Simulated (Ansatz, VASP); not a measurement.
**Cross-check of Ge (Germanium) between VASP and Ansatz**

One calculation is typed for both programs; each brings its own data sets. How far apart do they land? The cell is taken from a series of runs on this material, whose earlier steps may have relaxed, scaled, displaced or heated it; both programs get it as it stands.

Calculated with Ansatz 0.2.0; plane waves, with VASP 6.6.1 beside it; zone-centre phonons at PBEsol.

### Step 1. Set-up

It takes space group R-3m (No. 166, trigonal). Conventional cell: a = 3.933 Å, b = 3.933 Å, c = 9.909 Å, α = 90.00°, β = 90.00°, γ = 120.00°. Ge has 4 Ge at 2.43 to 2.45 Å nearest.

### Step 2. Ansatz: zone-centre phonons, PBEsol

Ansatz runs on its PAW soft_1 files.

Second derivatives magnify differences that forces hide, and they need a tight electronic threshold.

Contents of input.yaml:

```yaml
crystal:
  lattice:
    - [0.0529997643, 2.8341054793, 2.8341054793]
    - [2.8341054793, 0.0529997643, 2.8341054793]
    - [2.8341054793, 2.8341054793, 0.0529997643]
  atoms:
    - { symbol: Ge, position: [0.5012860947, 0.5012860947, 0.5012860947] }
    - { symbol: Ge, position: [0.7487139053, 0.7487139053, 0.7487139053] }
kpoints:
  mp_grid: { grid: [16, 16, 16] }
hamiltonian:
  xc: pbesol
  pseudopotentials: { kind: paw, azcp: { folder: soft_1 }, xc_functional: pbe }
scf:
  occupations: { method: methfessel_paxton, width: 0.2 }
output:
  eigenvalues: true
phonons:
  method: dfpt
```

Started as:

```
$ ansatz run input.yaml --threads 4 --pin off --max-ram 10240MiB --backend cpu --events-out ev --progress --plain --runs-dir out
```

Numbers of over 12 decimals in the logs are rounded to 6 here.

Output:

```text
Engine: ansatz 0.2.0, aarch64-unknown-linux-gnu
Pseudopotentials: kind: paw
Pseudopotential: Ge, paw, valence charge 14, recommended cutoff 420 eV (normal), soft_1/Ge.paw.azcp
Functional definition: PBEsol
  exchange = pbesol_x
  correlation = pbesol_c
Crystal: 2 atoms, lattice volume = 44.251 Å³
Basis set: ecut = 420 eV, 875 PW (Γ), exchange–correlation on 64×64×64 points (8 copies of the dense FFT grid, shifted against one another)
Bands: 18, of which v1, the nominal top of the filled ones, is band 14 counted from 1 (13 counted from 0)
Symmetry: 12 space group operations
k-points: 1098 of 4096 (irreducible under 2 space group operations, time reversal used)
Non-local potential: Ge, projectors of the file, l = 0: 2, l = 1: 2, l = 2: 3, l = 3: 1
PAW form: soft (Blöchl's): semilocal exchange-correlation on the pseudo side does not see the compensation charge
PAW frozen core: Ge, regenerated for the run's functional, and the local potential with it (the file was generated under x = pbe(κ = 0.804, μ = 0.219515), c = pbe(β = 0.066725))
PAW one-centre angular grid: Ge, 590 points (default); XC on 64 Gauss nodes
Initial density: superposition of atomic densities (chi_scale 0.1, normalization cell)
Initial wavefunctions: pseudopotential atomic-orbital guess
Functional: x = pbesol(κ = 0.804, μ = 0.123457), c = pbesol(β = 0.046)
SCF iter   1: F=—  HF=-8507.062760 eV  |F-HF|=—  |Δ(HF+E_count)|=         —  Δρ=3.64e-2  dr2=4.68e-1  ethr=3.10e-3  ⟨swp⟩=5.1  Hψ=89991  notcnv=0
preconditioner: auto → Kerker (q_TF=auto, 2.528 Å⁻¹)  [metal: Δε(μ)=0.038 eV  Ē_g=23.387 eV  σ=0.200 eV  W_gap=0.16  n_scr=14 (ndim 8)  ℏωp=29.5 eV  f_vac=0.000  D(μ)=0.03/eV (n_scr^D=0)]
SCF iter   2: F=—  HF=-8507.034654 eV  |F-HF|=—  |Δ(HF+E_count)|=   2.81e-2  S|Δr|=    0.00e0  Δρ=2.37e-2  dr2=2.33e-1  ethr=1.67e-3  ⟨swp⟩=1.0  Hψ=28548  notcnv=0
SCF iter   3: F=—  HF=-8506.986657 eV  |F-HF|=—  |Δ(HF+E_count)|=   4.80e-2  S|Δr|=    0.00e0  Δρ=3.88e-3  dr2=1.20e-2  ethr=8.32e-4  ⟨swp⟩=1.4  Hψ=20570  notcnv=0
SCF iter   4: F=—  HF=-8506.986987 eV  |F-HF|=—  |Δ(HF+E_count)|=   3.30e-4  S|Δr|=    0.00e0  Δρ=2.50e-3  dr2=3.86e-3  ethr=4.28e-5  ⟨swp⟩=2.0  Hψ=34492  notcnv=0
SCF iter   5: F=—  HF=-8506.987530 eV  |F-HF|=—  |Δ(HF+E_count)|=   5.42e-4  S|Δr|=    0.00e0  Δρ=6.46e-4  dr2=1.57e-4  ethr=1.38e-5  ⟨swp⟩=2.0  Hψ=35141  notcnv=0
SCF iter   6: F=—  HF=-8506.987631 eV  |F-HF|=—  |Δ(HF+E_count)|=   1.02e-4  S|Δr|=    0.00e0  Δρ=1.29e-4  dr2=5.01e-6  ethr=5.60e-7  ⟨swp⟩=2.0  Hψ=35188  notcnv=0
SCF iter   7: F=—  HF=-8506.987647 eV  |F-HF|=—  |Δ(HF+E_count)|=   1.52e-5  S|Δr|=    0.00e0  Δρ=3.12e-5  dr2=3.28e-7  ethr=1.79e-8  ⟨swp⟩=2.0  Hψ=35196  notcnv=0
SCF iter   8: F=—  HF=-8506.987646 eV  |F-HF|=—  |Δ(HF+E_count)|=   6.68e-7  S|Δr|=    0.00e0  Δρ=6.05e-6  dr2=2.17e-8  ethr=1.17e-9  ⟨swp⟩=2.0  Hψ=35196  notcnv=0
SCF iter   9: F=—  HF=-8506.987646 eV  |F-HF|=—  |Δ(HF+E_count)|=   2.92e-8  S|Δr|=    0.00e0  Δρ=2.21e-6  dr2=3.95e-9  ethr=7.77e-11  ⟨swp⟩=2.0  Hψ=24196  notcnv=0
SCF iter  10: F=—  HF=-8506.987646 eV  |F-HF|=—  |Δ(HF+E_count)|=   1.57e-9  S|Δr|=    0.00e0  Δρ=5.36e-7  dr2=2.07e-10  ethr=1.41e-11  ⟨swp⟩=2.0  Hψ=24186  notcnv=0
SCF iter  11: F=-8506.987646 eV  HF=-8506.987646 eV  |F-HF|=9.09e-12  |Δ(HF+E_count)|=  1.64e-10  S|Δr|=    0.00e0  Δρ=1.67e-7  dr2=7.34e-12  ethr=1.00e-12  ⟨swp⟩=4.0  Hψ=94345  notcnv=0
SCF 1 converged in 11 iterations: F = -8506.987646 eV  dr2 = 7.34e-12
  greatest PAW one-centre occupation: 0.998 electrons in one spin orbital (limit 2), on the Ge atom at site 1 (counted from 0), in its partial waves of l = 2
DFPT response loops at Γ: preconditioner auto → Kerker (q_TF=auto, 2.528 Å⁻¹) (partly filled bands, converged f_vac=0.053); β = 1.00, the filter's whole step (`scf.mixing.beta` (0.50) is not read by the response loops under this deck's `scf.mixing.preconditioner`; to damp them name `kerker` or `kerker_dos`, under which they read `scf.mixing.beta`, and type it under 1.00, their step now; both keys bind the ground state too); Broyden in place of MSR1
SCF converged after 11 iterations
Stability not checked: this state was not tested for a lower state beside it, because cold or Methfessel-Paxton smearing, or corrected tetrahedra, fill the levels in a way that the test cannot read (fill_not_monotonic; see scf.lower_state_search)
Free energy (F): -8506.987646 eV
Harris-Foulkes:  -8506.987646 eV  (|F-HF|=9.09e-12)
Internal energy: -8506.987739 eV  (E = F + TS)
E sigma→0 (E₀):  -8506.987669 eV
Entropy (-TS):   0.000093 eV (0.047 meV/atom)
Fermi energy:    8.785217 eV
--- Per-component energies (eV) ---
  E_band       = -296.257136
  E_kinetic    = 186.528174
  E_local      = -4470.664069  (includes V_loc(G=0)·N_el)
  E_nonlocal   = 439.120194
  E_hartree    = 2131.673475
  E_xc         = -142.588150
  E_vxc        = -130.853409  (∫ρ·V_xc dr)
  E_paw        = -3945.005911  (= ΣΔE_a)
  E_vpaw       = -583.734991  (= ΣTr[D̂ρ^β])
  E_aug_tail   = 0.000033  (compensation charges beyond the density's cutoff)
  E_ewald      = -2707.887361
  E_core_change = 1.835876  (= ΣΔE_core)
  E_smearing   = 0.000093  (= −TS)
  E_closure    = 0.000000  (closes the sum)
  Σ components = -8506.987646   (vs F -8506.987646, Δ=0.00e0)
--- Band table (eV; the first three rows and the last of 1098) ---
  k-point 0: bands = [... 10 lower, -4.2534, 8.5316, 8.8091, 8.8091, 8.8611, 11.1223, 11.3480, 11.3480]
  k-point 1: bands = [... 10 lower, -4.2037, 7.6749, 8.4692, 8.7005, 9.5720, 11.2930, 11.4860, 11.5506]
  k-point 2: bands = [... 10 lower, -4.0555, 6.4332, 8.2210, 8.4417, 9.7254, 11.5834, 11.8135, 12.3330]
  k-point 1097: bands = [... 10 lower, -2.2325, 0.9412, 7.4305, 7.4305, 9.2078, 12.5616, 12.5616, 15.8663]
--- Phonons (Γ-DFPT): 1 representative perturbation + reference, on 1098 of 4096 k-points (Σ response iterations 3) ---
  k mesh reduced under 2 symmetry operations, with k and −k counted as one. Each operation leaves every solved perturbation unchanged. A smaller set is not used because it would not reduce the number of displacements times k-points to solve
  ASR residual: 6.732e-6 → 0.000e0 eV/Å²; symmetrization residual: 2.139e-12 eV/Å²
  ASR residual per site (eV/Å²): 6.73e-6 6.73e-6
  Γ frequencies (cm⁻¹): 0.00 0.00 0.00 292.71 295.98 295.98
  non-analytic LO–TO correction: not included (Born effective charges unavailable; polar crystals: no LO–TO splitting at Γ)
```

### Step 3. VASP: zone-centre phonons, PBEsol

The same cell, functional, mesh and smearing now go to VASP, with its own data sets.

Lines of VASP's logs that name or quote its potential files are left out, and so is its time.

Contents of INCAR:

```
SYSTEM = Ge
PREC = Accurate
ENCUT = 500
EDIFF = 1E-08
NELM = 120
ISMEAR = 1
SIGMA = 0.2
LREAL = .FALSE.
ALGO = Normal
GGA = PS
NBANDS = 20
LORBIT = 11
LWAVE = .FALSE.
LCHARG = .FALSE.
ISIF = 2
IBRION = 8
LASPH = .TRUE.
GGA_COMPAT = .FALSE.
KPAR = 2
```

Contents of POSCAR:

```
Ge
1.0
    0.0529997643      2.8341054793      2.8341054793
    2.8341054793      0.0529997643      2.8341054793
    2.8341054793      2.8341054793      0.0529997643
Ge
2
Direct
    0.5012860947      0.5012860947      0.5012860947
    0.7487139053      0.7487139053      0.7487139053
```

Contents of KPOINTS:

```
Automatic mesh
0
Gamma
16 16 16
0 0 0
```

PAW data sets: Ge_d (PBE family, release 64).

Started as:

```
$ mpirun -np 2 vasp_std
```

Output:

```text
[banner, memory and clock lines left out]
running    2 mpi-ranks, on    1 nodes
 distrk:  each k-point on    1 cores,    2 groups
 distr:  one band on    1 cores,    1 groups

 POSCAR found type information on POSCAR Ge
 POSCAR found :  1 types and       2 ions
|                                                                             |
|               ----> ADVICE to this user running VASP <----                  |
|                                                                             |
|     You enforced a specific xc type in the INCAR file but a different       |
|     [... a line on the potential file left out ...]
|     I HOPE YOU KNOW WHAT YOU ARE DOING!                                     |
|                                                                             |

 LDA part: xc-table for (Slater+PW92), standard interpolation
 POSCAR, INCAR and KPOINTS ok, starting setup
 FFT: planning ... GRIDC
 FFT: planning ... GRID_SOFT
 FFT: planning ... GRID
 WAVECAR not read
 entering main loop
       N       E                     dE             d eps       ncg     rms          rms(c)
DAV:   1     0.181721650870E+03    0.18172E+03   -0.14641E+04 17964   0.377E+03
DAV:   2     0.153342565668E+02   -0.16639E+03   -0.16183E+03 16724   0.585E+02
DAV:   3    -0.923035622510E+01   -0.24565E+02   -0.24379E+02 18852   0.144E+02
DAV:   4    -0.100058153718E+02   -0.77546E+00   -0.77492E+00 18784   0.301E+01
DAV:   5    -0.100184672301E+02   -0.12652E-01   -0.12651E-01 18724   0.418E+00    0.336E+00
DAV:   6    -0.990667006945E+01    0.11180E+00   -0.39072E-02 21132   0.238E+00    0.191E+00
DAV:   7    -0.985397841771E+01    0.52692E-01   -0.68445E-02 17520   0.256E+00    0.159E-01
DAV:   8    -0.985498886902E+01   -0.10105E-02   -0.70960E-03 19128   0.117E+00    0.546E-02
DAV:   9    -0.985510590476E+01   -0.11704E-03   -0.22589E-04 18832   0.199E-01    0.124E-02
DAV:  10    -0.985511713468E+01   -0.11230E-04   -0.18679E-05 22196   0.407E-02    0.554E-03
DAV:  11    -0.985511837596E+01   -0.12413E-05   -0.34500E-06 19636   0.204E-02    0.132E-03
DAV:  12    -0.985511824331E+01    0.13264E-06   -0.60106E-07 22240   0.143E-02    0.640E-04
DAV:  13    -0.985511828258E+01   -0.39265E-07   -0.83309E-08 22020   0.467E-03    0.287E-04
DAV:  14    -0.985511826988E+01    0.12698E-07   -0.80938E-09 11796   0.184E-03    0.944E-05
DAV:  15    -0.985511825809E+01    0.11788E-07   -0.21346E-09  9928   0.498E-04    0.264E-05
DAV:  16    -0.985511825664E+01    0.14552E-08   -0.23105E-10  9404   0.201E-04
   1 F= -.98551183E+01 E0= -.98551503E+01  d E =0.960103E-04
 Linear response reoptimize wavefunctions to high precision
DAV:   1    -0.985511825602E+01    0.61937E-09   -0.11014E-10  9644   0.174E-04
DAV:   2    -0.985511825601E+01    0.90949E-11   -0.23124E-11  9212   0.591E-05
 Linear response DOF=           1
 Linear response progress:
  Degree of freedom:   1/  1
       N       E                     dE             d eps       ncg     rms          rms(c)
RMM:   1    -0.186496897253E+00   -0.18650E+00    0.85123E+00 53126   0.453E+01
RMM:   2    -0.193745477940E+00   -0.72486E-02   -0.13655E-02 71038   0.112E+00    0.764E-02
RMM:   3    -0.193795803783E+00   -0.50326E-04   -0.96778E-04 75648   0.319E-01    0.443E-02
RMM:   4    -0.193722359625E+00    0.73444E-04   -0.60857E-05 80538   0.796E-02    0.465E-03
RMM:   5    -0.193724413262E+00   -0.20536E-05   -0.47147E-06 77168   0.172E-02    0.247E-03
RMM:   6    -0.193729956213E+00   -0.55430E-05   -0.23643E-07 78984   0.483E-03    0.342E-04
RMM:   7    -0.193729030550E+00    0.92566E-06   -0.89137E-08 80638   0.141E-03    0.181E-04
RMM:   8    -0.193727807827E+00    0.12227E-05   -0.17529E-08 81625   0.521E-04    0.401E-05
RMM:   9    -0.193727699145E+00    0.10868E-06   -0.16845E-08 78118   0.220E-04    0.180E-05
RMM:  10    -0.193727806442E+00   -0.10730E-06   -0.28424E-08 82916   0.101E-04    0.608E-06
RMM:  11    -0.193727841255E+00   -0.34813E-07   -0.59204E-09 84963   0.548E-05    0.281E-06
RMM:  12    -0.193727872455E+00   -0.31200E-07   -0.83383E-09 82698   0.366E-05    0.752E-07
RMM:  13    -0.193727871870E+00    0.58460E-09   -0.24705E-09 56804   0.284E-05    0.483E-07
 first order change of Fermi-energy   0.78361E+00
 force on displaced ion       1 direction 1 : -11.647   0.093   0.093
 Linear response finished
```

Parts of OUTCAR (step 3):

```text
ion  position               nearest neighbor table
   1  0.501  0.501  0.501-   2 2.43   2 2.43   2 2.43   2 2.45
   2  0.749  0.749  0.749-   1 2.43   1 2.43   1 2.43   1 2.45

  LATTYP: Found a trigonal (rhomboedric) cell.
 ALAT       =     4.0083808091
 COS(alpha) =     0.5186100196

 Subroutine GETGRP returns: Found 12 space group operations
 (whereof  6 operations were pure point group operations)

The static configuration has the point symmetry C_3v.
 The point group associated with its full space group is D_3d.

 Found    417 irreducible k-points:

   k-points           NKPTS =    417   k-points in BZ     NKDIM =    417   number of bands    NBANDS=     20

   dimension x,y,z NGX =    30 NGY =   30 NGZ =   30
   dimension x,y,z NGXF=    60 NGYF=   60 NGZF=   60

   ENCUT  =  500.0 eV  36.75 Ry    6.06 a.u.   7.31  7.31  7.31*2*pi/ulx,y,z

   NELECT =      28.0000    total number of electrons

 k-points in reciprocal lattice and weights: Automatic mesh
   0.00000000  0.00000000  0.00000000       0.000
   0.06250000  0.00000000 -0.00000000       0.001
   0.12500000  0.00000000 -0.00000000       0.001
   0.18750000  0.00000000  0.00000000       0.001
   0.25000000  0.00000000 -0.00000000       0.001
   0.31250000  0.00000000 -0.00000000       0.001
   0.37500000  0.00000000  0.00000000       0.001
   0.43750000  0.00000000  0.00000000       0.001
   0.50000000  0.00000000 -0.00000000       0.001
[...]
-0.43750000  0.50000000  0.43750000       0.001
   0.50000000  0.50000000  0.50000000       0.000

 average (electrostatic) potential at core
       1 -73.9617       2 -73.9617

  Total        0.6206777      0.6206777      0.6206777     -0.3315556     -0.3315556     -0.3315556
  in kB       22.4726228     22.4726228     22.4726228    -12.0044982    -12.0044982    -12.0044982
  external PRESSURE =      22.4726228 kB  Pullay stress =       0.0000000 kB

  energy-cutoff  :      500.00
  volume of cell :       44.25
      direct lattice vectors                 reciprocal lattice vectors
     0.052999764  2.834105479  2.834105479    -0.181450084  0.178119131  0.178119131
     2.834105479  0.052999764  2.834105479     0.178119131 -0.181450084  0.178119131
     2.834105479  2.834105479  0.052999764     0.178119131  0.178119131 -0.181450084

 POSITION                                       TOTAL-FORCE (eV/Angst)
 -----------------------------------------------------------------------------------
      2.86796      2.86796      2.86796        -0.000794     -0.000794     -0.000794
      4.28355      4.28355      4.28355         0.000794      0.000794      0.000794
 -----------------------------------------------------------------------------------
    total drift:                                0.000000      0.000000      0.000000

 Eigenvectors and eigenvalues of the dynamical matrix
 ----------------------------------------------------

   1 f  =    8.890061 THz    55.857898 2PiTHz  296.540500 cm-1    36.766320 meV
             X         Y         Z           dx          dy          dz
      2.867963  2.867963  2.867963    -0.500000    0.500000    0.000000
      4.283550  4.283550  4.283550     0.500000   -0.500000   -0.000000

   2 f  =    8.890061 THz    55.857898 2PiTHz  296.540500 cm-1    36.766320 meV
             X         Y         Z           dx          dy          dz
      2.867963  2.867963  2.867963    -0.288675   -0.288675    0.577350
      4.283550  4.283550  4.283550     0.288675    0.288675   -0.577350

   3 f  =    8.783562 THz    55.188745 2PiTHz  292.988077 cm-1    36.325876 meV
             X         Y         Z           dx          dy          dz
      2.867963  2.867963  2.867963    -0.408248   -0.408248   -0.408248
      4.283550  4.283550  4.283550     0.408248    0.408248    0.408248

   4 f/i=    0.000000 THz     0.000000 2PiTHz    0.000003 cm-1     0.000000 meV
             X         Y         Z           dx          dy          dz
      2.867963  2.867963  2.867963    -0.683224    0.175436   -0.049271
      4.283550  4.283550  4.283550    -0.683224    0.175436   -0.049271

   5 f/i=    0.000000 THz     0.000001 2PiTHz    0.000004 cm-1     0.000000 meV
             X         Y         Z           dx          dy          dz
      2.867963  2.867963  2.867963    -0.181634   -0.640287    0.238835
      4.283550  4.283550  4.283550    -0.181634   -0.640287    0.238835

   6 f/i=    0.000000 THz     0.000001 2PiTHz    0.000006 cm-1     0.000001 meV
             X         Y         Z           dx          dy          dz
      2.867963  2.867963  2.867963    -0.014640   -0.243424   -0.663724
      4.283550  4.283550  4.283550    -0.014640   -0.243424   -0.663724

 ELASTIC MODULI CONTR FROM IONIC RELAXATION (kBar)
 Direction    XX          YY          ZZ          XY          YZ          ZX
 --------------------------------------------------------------------------------
 XX          -0.9184     -0.7986     -0.7986      5.5783     11.6720      6.0079
 YY          -0.7986     -0.9184     -0.7986      6.0079      5.5783     11.6720
 ZZ          -0.7986     -0.7986     -0.9184     11.6720      6.0079      5.5783
 XY           5.5783      6.0079     11.6720   -264.7521     24.8572     24.8572
 YZ          11.6720      5.5783      6.0079     24.8572   -264.7521     24.8572
 ZX           6.0079     11.6720      5.5783     24.8572     24.8572   -264.7521
 --------------------------------------------------------------------------------
```

### Step 4. Side by side

Known differences besides the potentials themselves: the cutoff is 420 eV in Ansatz and 500 eV in VASP; Ansatz makes its cores anew for this functional, VASP keeps those of its PBE data sets. Total energies have different zeros and are not compared.

The two programs side by side:

```
                  quantity  Ansatz   VASP  difference
     optical mode 1 (cm⁻¹)   292.7  293.0     -0.09 %
optical mode 2 to 3 (cm⁻¹)   296.0  296.5     -0.19 %
```

Modes are paired by rising frequency, not by their patterns, so a pair may set unlike modes beside each other; they are those without the splitting of longitudinal modes.

### Step 5. Outcome

```
r.m.s. difference of the optical zone-centre modes, each program's sorted by frequency (zone-centre phonons, PBEsol) : 0.48 cm⁻¹
```

**Reading.** The r.m.s. difference of the optical zone-centre modes, each program's sorted by frequency is 0.48 cm⁻¹ (zone-centre phonons, PBEsol). How closely two codes agree says nothing of how well the functional describes the real material.

[Lines on the potential files, build, host, timing and source positions are cut from VASP's logs without a mark.]

[Logs are printed without paths, hosts, clocks, repeated set-up lines and the standing remarks that a program may print on its own settings, such as how far it seeks lower states.]

[Hosts, paths, dates, database ids (printed as entryN), source tags and the programs' standing remarks are cut or masked in the printed files.]
